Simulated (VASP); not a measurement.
Given:

```
CELL_PARAMETERS angstrom
      0.00000     2.78950     2.78950
      2.78950     0.00000     2.78950
      2.78950     2.78950     0.00000
ATOMIC_POSITIONS crystal
  Mg 0.00000 0.00000 0.00000
  Se 0.50000 0.50000 0.50000
```

Calculation: vdW-DF-cx, VASP's PBE PAW potentials (set 64) (plane waves; VASP 6.6.1). Run with 520 eV cut-off, 8×8×8 Γ-centred mesh, Gaussian smearing of 0.050 eV, potentials Mg Se.

Question: Predict the energy per atom (σ→0), pressure, band gap (on the k-mesh) with the smallest direct gap where there is one.

Answer: 
```json
{
 "band gap (on the k-mesh)": "1.81 eV",
 "smallest direct gap (on the k-mesh)": "2.23 eV",
 "energy per atom (σ→0)": "-229.4 kJ/mol of atoms",
 "pressure": "-3.35 GPa"
}
```

The absolute energy has meaning only against runs of the same code, potentials and settings.

The compound is MgSe in the rock salt structure. This cell is one point of a volume scan, at 1.06 of the reference volume.
